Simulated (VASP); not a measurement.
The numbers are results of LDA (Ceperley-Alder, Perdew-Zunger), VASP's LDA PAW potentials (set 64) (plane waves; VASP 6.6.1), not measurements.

A VASP calculation is set up with these files.

### KPOINTS
```
Regular mesh
0
G
 11 11 11
0 0 0
```

### POSCAR
```
SiC
1.0
  0.0000000000   2.0898210587   2.0898210587
  2.0898210587   0.0000000000   2.0898210587
  2.0898210587   2.0898210587   0.0000000000
Si C
1 1
Cartesian
  0.0000000000   0.0000000000   0.0000000000
  1.0449105294   1.0449105294   1.0449105294
```

INCAR:
```
LASPH = .TRUE.   # aspherical one-centre terms
LCHARG = .FALSE.
EDIFF = 1E-6
NSW = 40   # most ionic steps
PREC = Accurate
PSTRESS = 450   # kbar
LWAVE = .FALSE.
LREAL = .FALSE.
IBRION = 2
ISMEAR = 0   # Gaussian
ISIF = 3   # ions, shape and volume
ALGO = Normal   # blocked Davidson
NELM = 100
SIGMA = 0.05   # width (eV)
ENCUT = 620   # plane-wave cut-off (eV)
EDIFFG = -0.02   # ionic stop
SYSTEM = SiC
```

POTCAR, in this order: Si C (LDA.64 set). Program: vasp_std.

Output

File OSZICAR:
```
       N       E                     dE             d eps       ncg     rms          rms(c)
DAV:   1     0.372141207738E+01    0.37214E+01   -0.48773E+03   960   0.101E+03
DAV:   2    -0.185315861119E+02   -0.22253E+02   -0.21246E+02  1216   0.117E+02
DAV:   3    -0.189145256843E+02   -0.38294E+00   -0.38294E+00  1080   0.180E+01
DAV:   4    -0.189155022289E+02   -0.97654E-03   -0.97654E-03  1432   0.102E+00
DAV:   5    -0.189155025377E+02   -0.30875E-06   -0.30875E-06  1040   0.144E-02    0.105E+01
DAV:   6    -0.166081034401E+02    0.23074E+01   -0.88518E+00   992   0.176E+01    0.471E+00
DAV:   7    -0.164882022073E+02    0.11990E+00   -0.52887E-01  1360   0.507E+00    0.204E+00
DAV:   8    -0.164676575596E+02    0.20545E-01   -0.27024E-02   968   0.136E+00    0.174E-01
DAV:   9    -0.164675086475E+02    0.14891E-03   -0.78601E-04  1416   0.244E-01    0.855E-02
DAV:  10    -0.164675103164E+02   -0.16689E-05   -0.64368E-05  1016   0.609E-02    0.269E-02
DAV:  11    -0.164675106142E+02   -0.29778E-06   -0.12971E-06  1272   0.946E-03
   1 F= -.11340559E+02 E0= -.11340559E+02  d E =-.113406E+02
       N       E                     dE             d eps       ncg     rms          rms(c)
DAV:   1    -0.158271829917E+02    0.64033E+00   -0.44246E+00   960   0.195E+01    0.265E+00
DAV:   2    -0.157478481024E+02    0.79335E-01   -0.17466E-01  1040   0.301E+00    0.140E+00
DAV:   3    -0.157298786285E+02    0.17969E-01   -0.34875E-02  1088   0.131E+00    0.285E-01
DAV:   4    -0.157276866360E+02    0.21920E-02   -0.27536E-03  1080   0.363E-01    0.117E-01
DAV:   5    -0.157275682716E+02    0.11836E-03   -0.10609E-04  1184   0.823E-02    0.952E-02
DAV:   6    -0.157275622768E+02    0.59948E-05   -0.39100E-06  1248   0.192E-02    0.111E-02
DAV:   7    -0.157275614955E+02    0.78128E-06   -0.14434E-06   632   0.785E-03
   2 F= -.11215338E+02 E0= -.11215338E+02  d E =0.125221E+00
       N       E                     dE             d eps       ncg     rms          rms(c)
DAV:   1    -0.163443797772E+02   -0.61682E+00   -0.19105E+00   976   0.122E+01    0.173E+00
DAV:   2    -0.163085268117E+02    0.35853E-01   -0.84840E-02  1016   0.204E+00    0.943E-01
DAV:   3    -0.163006680888E+02    0.78587E-02   -0.14293E-02  1144   0.836E-01    0.228E-01
DAV:   4    -0.162995626676E+02    0.11054E-02   -0.14373E-03  1032   0.251E-01    0.616E-02
DAV:   5    -0.162995153513E+02    0.47316E-04   -0.48399E-05  1200   0.562E-02    0.563E-02
DAV:   6    -0.162995124622E+02    0.28891E-05   -0.17217E-06  1072   0.134E-02    0.752E-03
DAV:   7    -0.162995119214E+02    0.54080E-06   -0.12135E-06   552   0.683E-03
   3 F= -.11377113E+02 E0= -.11377113E+02  d E =-.365540E-01
       N       E                     dE             d eps       ncg     rms          rms(c)
DAV:   1    -0.162939270702E+02    0.55854E-02   -0.34488E-04   960   0.165E-01    0.229E-02
DAV:   2    -0.162939208035E+02    0.62667E-05   -0.14574E-05  1040   0.268E-02    0.122E-02
DAV:   3    -0.162939194120E+02    0.13915E-05   -0.25152E-06   888   0.111E-02    0.284E-03
DAV:   4    -0.162939192253E+02    0.18672E-06   -0.23559E-07   448   0.339E-03
   4 F= -.11377145E+02 E0= -.11377145E+02  d E =-.365859E-01
```

OUTCAR:
```
------------------------ aborting loop because EDIFF is reached ----------------------------------------
  FORCE on cell =-STRESS in cart. coord.  units (eV):
  Direction    XX          YY          ZZ          XY          YZ          ZX
  --------------------------------------------------------------------------------------
  Total        4.9129111      4.9129111      4.9129111     -0.0000000      0.0000000     -0.0000000
  in kB      449.6464109    449.6464109    449.6464109     -0.0000000      0.0000000     -0.0000000
  external PRESSURE =      -0.3535891 kB  Pullay stress =     450.0000000 kB
  volume of cell :       17.51
      direct lattice vectors                 reciprocal lattice vectors
    -0.000000000  2.060864576  2.060864576    -0.242616621  0.242616621  0.242616621
     2.060864576 -0.000000000  2.060864576     0.242616621 -0.242616621  0.242616621
     2.060864576  2.060864576  0.000000000     0.242616621  0.242616621 -0.242616621
  FREE ENERGIE OF THE ION-ELECTRON SYSTEM (eV)
  ---------------------------------------------------
  free  energy   TOTEN  =       -16.2939192253 eV

  energy  without entropy=      -16.2939192253  energy(sigma->0) =      -16.29391923
  enthalpy is  TOTEN    =       -11.3771447313 eV   P V=        4.9167744939

 reached required accuracy - stopping structural energy minimisation
```
(Selected blocks of OUTCAR.)

### CONTCAR
```
SiC
   1.00000000000000
    -0.0000000000000000    2.0608645762634805    2.0608645762634805
     2.0608645762634805   -0.0000000000000000    2.0608645762634805
     2.0608645762634805    2.0608645762634805    0.0000000000000000
  Si              C
     1     1
Direct
     0.0000000000000000    0.0000000000000000    0.0000000000000000
     0.2500000000000000    0.2500000000000000    0.2500000000000000
```

Energy and stress use the plane-wave basis of the starting cell.

The compound is SiC in the zinc blende structure. This run relaxes it under an external pressure of 45 GPa. Symmetry was kept, so distortions that lower it aren't found.
